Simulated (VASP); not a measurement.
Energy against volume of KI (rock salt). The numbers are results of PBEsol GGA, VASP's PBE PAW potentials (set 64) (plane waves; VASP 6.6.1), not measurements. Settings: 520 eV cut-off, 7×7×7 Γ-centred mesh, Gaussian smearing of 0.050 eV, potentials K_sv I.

```json
[
 {"V (Å³/atom)": "41.836", "E (eV/atom)": "-2.90634"},
 {"V (Å³/atom)": "43.130", "E (eV/atom)": "-2.90802"},
 {"V (Å³/atom)": "44.424", "E (eV/atom)": "-2.90673"},
 {"V (Å³/atom)": "45.718", "E (eV/atom)": "-2.90296"}
]
```

Task: Fit these four points and predict the energy of the run at 40.542 Å³/atom.

Result: A cubic in V^(−2/3), the third-order Birch-Murnaghan form, passes through the four points with V0 = 43.18 Å³/atom and B0 = 12 GPa, and gives -2.9011 eV/atom there. The run gave -2.9011 eV/atom, -0.0 meV/atom from the fit; all five points give B0 = 12 GPa.

The compound is KI in the rock salt structure. It was relaxed first.
